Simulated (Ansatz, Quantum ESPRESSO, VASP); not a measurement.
One structure in several programs: Mg₃Sb₂ (P-3m1, 5 atoms in the cell)

Self-consistent single point, at a second geometry (lattice scaled by 0.98). First geometry:

```yaml
crystal:
  lattice:
    - [2.28000, -3.94908, 0.00000]
    - [2.28000, 3.94908, 0.00000]
    - [0.00000, 0.00000, 7.23000]
  atoms:
    - { symbol: Mg, position: [0.00000, 0.00000, 0.00000] }
    - { symbol: Mg, position: [0.33333, 0.66667, 0.63400] }
    - { symbol: Mg, position: [0.66667, 0.33333, 0.36600] }
    - { symbol: Sb, position: [0.33333, 0.66667, 0.22800] }
    - { symbol: Sb, position: [0.66667, 0.33333, 0.77200] }
```

Shared settings, as Ansatz (an electronic-structure program) writes them: kpoints.mp_grid.grid = 5 5 3; scf.occupations.method = fermi_dirac; scf.occupations.width = 0.02 eV. Potentials and cutoffs stand in the table.

```
code                                                       model  ΔF from the first geometry (meV/atom)  pressure (GPa)  largest force (eV/Å)  gap on the mesh (eV)   cutoff
----------------  ----------------------------------------------  -------------------------------------  --------------  --------------------  --------------------  -------
Quantum ESPRESSO  PBE, GBRV 1.5 ultrasoft (PBE) pseudopotentials                                   25.5            4.41                 0.286                 0.220    40 Ry
Ansatz                                    PBE, default PAW files                                   25.7            4.42                 0.289                 0.219  default
VASP                     PBE, VASP's PBE PAW potentials (set 64)                                   26.5            4.52                 0.310                 0.193   300 eV
```

Size of the force on each atom (eV/Å): Sizes of forces hide their directions.

| code | Mg1 | Mg2 | Mg3 | Sb4 | Sb5 |
|---|---|---|---|---|---|
| Quantum ESPRESSO | 0.000 | 0.063 | 0.063 | 0.286 | 0.286 |
| Ansatz | 0.000 | 0.062 | 0.062 | 0.289 | 0.289 |
| VASP | 0.000 | 0.066 | 0.066 | 0.310 | 0.310 |

Gaps are read on the mesh.

On Ansatz's run: spin-orbit coupling is off.

The spread over the programs that give each value: ΔF from the first geometry within 1.0 meV/atom; pressure within 0.11 GPa; largest force within 0.024 eV/Å; gap on the mesh within 0.027 eV.

Ansatz's pressure is given at a fixed set of plane waves, as the other plane-wave codes print theirs.

VASP's run is marked for a possible Pulay error in its stress at this cutoff; no cutoff test was made.

The starting cell has typed, rounded lattice constants, without a prior relaxation at this level. For this run, on top of that: lattice scaled by 0.98.

Left out of this page: ABINIT, GPAW, CP2K, Elk, FLEUR and SIESTA (not drawn, or without a comparable value).

Keys are those of Ansatz 0.2.
